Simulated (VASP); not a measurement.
An input for Quantum ESPRESSO's pw.x (written as the equivalent of a VASP run, and not itself run):

```
&CONTROL
  calculation = 'scf'
  pseudo_dir = './pseudo'
  outdir = './out'
  tprnfor = .true.
  tstress = .true.
/
&SYSTEM
  ibrav = 0
  nat = 2
  ntyp = 2
  ecutwfc = 92
  occupations = 'smearing'
  smearing = 'gaussian'
  degauss = 0.003675
  input_dft = 'pbe'
/
&ELECTRONS
  conv_thr = 7.3e-08
  electron_maxstep = 100
/
ATOMIC_SPECIES
  Te 127.600 Te.upf
  Cu 63.546 Cu.upf
CELL_PARAMETERS angstrom
     0.0000000    2.8895730    2.8895730
     2.8895730    0.0000000    2.8895730
     2.8895730    2.8895730    0.0000000
ATOMIC_POSITIONS crystal
  Te   0.2500000  0.2500000  0.2500000
  Cu   0.0000000  0.0000000  0.0000000
K_POINTS automatic
  7 7 7 0 0 0
```

Problem. Translate this input to VASP (INCAR, KPOINTS, POSCAR, choice of POTCAR).

Solution. One answer among several that fit: 
File POSCAR:
```
CuTe
1
    0.0000000000     2.8895730000     2.8895730000
    2.8895730000     0.0000000000     2.8895730000
    2.8895730000     2.8895730000     0.0000000000
Te Cu
1 1
Direct
  0.2500000000   0.2500000000   0.2500000000
  0.0000000000   0.0000000000   0.0000000000
```

### INCAR
```
SYSTEM = CuTe
PREC = Accurate; ENCUT = 400; LREAL = F
LASPH = T
EDIFF = 1E-6; NELM = 100; ALGO = Normal
LMAXMIX = 4
ISMEAR = 0; SIGMA = 0.05
GGA = PE
ISIF = 2
LWAVE = F; LCHARG = F
```

**KPOINTS**
```
Automatic mesh
0
Gamma
7 7 7
0 0 0
```

POTCAR, in this order: Te Cu (PBE.64 set). Program: vasp_std.

The two are equivalent in intent, not identical: the potentials are each code's own (VASP's PAW set, PseudoDojo norm-conserving files in pw.x), so ENCUT and ecutwfc are chosen apart and not converted; conv_thr bounds pw.x's estimated SCF error, while EDIFF bounds the energy change between steps.

The structure was generated: CuTe was put into the zincblende type (F-43m), which need not be its known phase. The cell was not relaxed at this level.
